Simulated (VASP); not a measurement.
# ZrSeBr2 (R-3m) in VASP: reference runs

Reference runs on ZrSeBr2: the cell as given.

Everything below comes from runs of VASP 6.6.1. Logs are shortened: lines on timing, memory, paths and dates and some standing lists are left out, and cuts for length are marked.

## (1) Starting point

It takes space group R-3m (No. 166, trigonal). The conventional cell has a = 4.216 Å, b = 4.216 Å, c = 22.205 Å, α = 90.00°, β = 90.00°, γ = 120.00°. Around Zr (site symmetry -3m) lie 6 Br at 3.15 Å. Around Se (site symmetry -3m) lie 6 Br at 2.97 Å. Around Br (site symmetry 3m) lie 3 Se at 2.97 Å and 3 Zr at 3.15 Å.

The cell was built by a generator and needn't be a form met in nature.

## (2) Single point, PBE

INCAR reads:

```
  PREC = Accurate
  ENCUT = 520
  EDIFF = 1E-7
  ISMEAR = -1
  SIGMA = 0.05
  LREAL = F
  LASPH = T
  NELM = 80
  ALGO = Normal
  ISIF = 2
  LWAVE = F
  LCHARG = F
  GGA = PE
  NBANDS = 24
```

KPOINTS reads:

```
regular mesh
0
Gamma
  7 7 7
```

POSCAR reads:

```
ZrSeBr2
1.0
    2.1082080200      1.2171744700      7.4015172300
   -2.1082080200      1.2171744700      7.4015172300
    0.0000000000     -2.4343489300      7.4015172300
Zr Se Br
1 1 2
Direct
    0.0000000000      0.0000000000      0.0000000000
    0.5000000000      0.5000000000      0.5000000000
    0.2430000000      0.2430000000      0.2430000000
    0.7570000000      0.7570000000      0.7570000000
```

Potentials or basis: VASP PAW PBE potentials, release 64 (Zr_sv, Se, Br).

Launch:

```sh
cat potpaw_PBE.64/Zr_sv/POTCAR potpaw_PBE.64/Se/POTCAR potpaw_PBE.64/Br/POTCAR > POTCAR
mpirun -np 1 vasp_std > vasp.out
```

OUTCAR:

```text
PREC = Accurate
   ENCUT = 520
   EDIFF = 1E-7
   ISMEAR = -1
   LREAL = F
   LASPH = T
   NELM = 80
   ISIF = 2
   GGA = PE

 ion  position               nearest neighbor table
   1  0.000  0.000  0.000-   4 3.15   3 3.15   4 3.15   4 3.15   3 3.15   3 3.15
   2  0.500  0.500  0.500-
   3  0.243  0.243  0.243-   1 3.15   1 3.15   1 3.15
   4  0.757  0.757  0.757-   1 3.15   1 3.15   1 3.15

  LATTYP: Found a trigonal (rhomboedric) cell.
 ALAT       =     7.7915667264
 COS(alpha) =     0.8535776648

  Lattice vectors:

 A1 = (   2.1082080200,   1.2171744700,   7.4015172300)
 A2 = (  -2.1082080200,   1.2171744700,   7.4015172300)
 A3 = (   0.0000000000,  -2.4343489300,   7.4015172300)

Analysis of symmetry for initial positions (statically):
=====================================================================
 Subroutine PRICEL returns:
 Original cell was already a primitive cell.

 Routine SETGRP: Setting up the symmetry group for a
 trigonal (rhombohedral) supercell.

 Subroutine GETGRP returns: Found 12 space group operations
 (whereof 12 operations were pure point group operations)
 out of a pool of 12 trial point group operations.

The static configuration has the point symmetry D_3d.

Analysis of symmetry for dynamics (positions and initial velocities):
=====================================================================
 Subroutine PRICEL returns:
 Original cell was already a primitive cell.

 Routine SETGRP: Setting up the symmetry group for a
 trigonal (rhombohedral) supercell.

 Subroutine GETGRP returns: Found 12 space group operations
 (whereof 12 operations were pure point group operations)
 out of a pool of 12 trial point group operations.

The dynamic configuration has the point symmetry D_3d.

 Subroutine INISYM returns: Found 12 space group operations
 (whereof 12 operations are pure point group operations),
 and found     1 'primitive' translations

----------------------------------------------------------------------------------------

                                     Primitive cell

  volume of cell :     113.9563

  direct lattice vectors                    reciprocal lattice vectors
[... 87 lines left out ...]
   LSORBIT =      F    spin-orbit coupling
   LASPH  =      T    aspherical Exc in radial PAW
   ENCUT  =  520.0 eV  38.22 Ry    6.18 a.u.  14.49 14.49 14.49*2*pi/ulx,y,z
   NELM   =     80;   NELMIN=  2; NELMDL= -5     # of ELM steps
   EDIFF  = 0.1E-06   stopping-criterion for ELM
   LREAL  =      F    real-space projection
   EDIFFG = 0.1E-05   stopping-criterion for IOM
   NSW    =      0    number of steps for IOM
   IBRION =     -1    ionic relax: 0-MD 1-quasi-New 2-CG
   NFREE  =      0    steps in history (QN), initial steepest desc. (CG)
   ISIF   =      2    stress and relaxation
   ISYM   =      2    0-nonsym 1-usesym 2-fastsym
   POTIM  = 0.5000    time-step for ionic-motion
   TEBEG  =    0.0;   TEEND  =   0.0 temperature during run
   PSTRESS=    0.0 pullay stress
   NELECT =      32.0000    total number of electrons
   NUPDOWN=      -1.0000    fix difference up-down
   EMIN   =  10.00;   EMAX   =-10.00  energy-range for DOS
   EFERMI =   0.00;   METHOD = LEGACY
   ISMEAR =    -1;   SIGMA  =   0.05  broadening in eV -4-tet -1-fermi 0-gaus
   EFERMI_NEDOS =   21; number of points for ismear=-14 and -15
   IALGO  =     38    algorithm
   IMIX   =      4    mixing-type and parameters
     AMIX     =   0.40;   BMIX     =  1.00
     AMIX_MAG =   1.60;   BMIX_MAG =  1.00
  volume/ion in A,a.u.               =      28.49       192.25
  Fermi-wavevector in a.u.,A,eV,Ry     =   1.072043  2.025867 15.636841  1.149275
  Thomas-Fermi vector in A             =   2.207801
   LORBIT       =      0    0 simple, 1 ext, 2 COOP (PROOUT), +10 PAW based schemes
   GGA     = PE    functional components
   LHFCALC =     F    Hartree Fock is set to
   AEXX    =    0.0000 exact exchange contribution
   IVDW    =     0    specifies the selected vdW correction
   LEPSILON=     F    determine dielectric tensor
   LRPA    =     F    only Hartree local field effects (RPA)
 non-spin polarized calculation
  energy-cutoff  :      520.00
  volume of cell :      113.96
 maximum number of plane-waves:      3093
 NGX is ok and might be reduce to    60
   NGX = 29   NGY = 29   NGZ = 29

 number of electron      32.0000000 magnetization

 Free energy of the ion-electron system (eV)
  ---------------------------------------------------
  ext. energy  EPLUGINS =         0.00000000
  ---------------------------------------------------
  free energy    TOTEN  =       -13.91206495 eV

  energy without entropy =      -13.83607831  energy(sigma->0) =      -13.87407163

 E-fermi :   3.9828     XC(G=0):  -9.1833

 val. band max:        3.9814540241   @ k =   0.1429   0.1429   0.1429
 cond. band min:       3.9900370578   @ k =   0.2857   0.2857   0.2857
 fundamental gap:      0.0085830337
 Fermi energy:         3.9828166785

 k-point     1 :       0.0000    0.0000    0.0000
  band No.  band energies     occupation
      1     -46.5060      2.00000
      2     -24.4738      2.00000
      3     -24.4184      2.00000
      4     -24.4184      2.00000
      5     -12.3751      2.00000
      6     -11.9395      2.00000
[... 637 lines left out ...]
     23       9.0732      0.00000
     24       9.9303      0.00000

 [... further k-points ...]

------------------------ aborting loop because EDIFF is reached ----------------------------------------

  FORCE on cell =-STRESS in cart. coord.  units (eV):
  Direction    XX          YY          ZZ          XY          YZ          ZX
  --------------------------------------------------------------------------------------
  -------------------------------------------------------------------------------------
  Total       -3.4967468     -3.4967468     -2.3885302      0.0000000     -0.0000000      0.0000000
  in kB      -49.1627848    -49.1627847    -33.5817263      0.0000000     -0.0000000      0.0000000
  external PRESSURE =     -43.9690986 kB  Pullay stress =       0.0000000 kB

 VOLUME and BASIS-vectors are now :
 -----------------------------------------------------------------------------
  energy-cutoff  :      520.00
  volume of cell :      113.96
      direct lattice vectors                 reciprocal lattice vectors
     2.108208020  1.217174470  7.401517230     0.237168247  0.136929151  0.045035811
    -2.108208020  1.217174470  7.401517230    -0.237168247  0.136929151  0.045035811
     0.000000000 -2.434348930  7.401517230     0.000000000 -0.273858303  0.045035811

 POSITION                                       TOTAL-FORCE (eV/Angst)
 -----------------------------------------------------------------------------------
      0.00000      0.00000      0.00000         0.000000     -0.000000      0.000000
      0.00000      0.00000     11.10228         0.000000     -0.000000      0.000000
      0.00000      0.00000      5.39571         0.000000      0.000000      2.343849
      0.00000      0.00000     16.80885         0.000000     -0.000000     -2.343849
 -----------------------------------------------------------------------------------
    total drift:                               -0.000000      0.000000      0.000000

  FREE ENERGIE OF THE ION-ELECTRON SYSTEM (eV)
  ---------------------------------------------------
  free  energy   TOTEN  =       -13.9120649514 eV

  energy  without entropy=      -13.8360783090  energy(sigma->0) =      -13.87407163
```

OSZICAR:

```text
N       E                     dE             d eps       ncg     rms          rms(c)
DAV:   1     0.221674699659E+03    0.22167E+03   -0.14426E+04  2112   0.119E+03
DAV:   2    -0.694695698851E+00   -0.22237E+03   -0.21108E+03  2752   0.257E+02
DAV:   3    -0.171711229663E+02   -0.16476E+02   -0.15930E+02  3320   0.645E+01
[... 10 lines left out ...]
DAV:  14    -0.139120889754E+02   -0.17793E-05   -0.97338E-05  2856   0.500E-02    0.121E-01
DAV:  15    -0.139121124702E+02   -0.23495E-04   -0.32260E-04  2384   0.944E-02    0.726E-02
DAV:  16    -0.139120637446E+02    0.48726E-04   -0.98875E-05  2440   0.483E-02    0.102E-02
DAV:  17    -0.139120700957E+02   -0.63512E-05   -0.95525E-06  2792   0.132E-02    0.156E-02
DAV:  18    -0.139120649638E+02    0.51320E-05   -0.51732E-06  2520   0.851E-03    0.302E-03
DAV:  19    -0.139120649514E+02    0.12368E-07   -0.30427E-07  2632   0.227E-03
   1 F= -.13912065E+02 E0= -.13874072E+02  d E =-.759866E-01
```

stdout:

```text
POSCAR found type information on POSCAR ZrSeBr
 POSCAR found :  3 types and       4 ions
 scaLAPACK will be used
 LDA part: xc-table for (Slater+PW92), standard interpolation
 POSCAR, INCAR and KPOINTS ok, starting setup
 FFT: planning ... GRIDC
 FFT: planning ... GRID_SOFT
 FFT: planning ... GRID
 WAVECAR not read
 entering main loop
```

Wall time 5.1 min (1 thread of AMD EPYC 9R45 (Zen 5), shared host); peak memory 0.51 GiB.

Results:

| Item | Value |
| --- | --- |
| Free energy | -13.9121 eV |
| Pressure | -4.4 GPa |
| Largest force | 2.344 eV/Å |
| Band gap on the k mesh | none (metal or under the smearing width) |

Forces on the atoms (eV/Å):
```
Zr   0.000  0.000  0.000
Se   0.000  0.000  0.000
Br   0.000  0.000  2.344
Br   0.000  0.000 -2.344
```

Caveat: forces of over 1 eV/Å show positions far from the minimum, so gaps and moduli don't describe the material at rest.
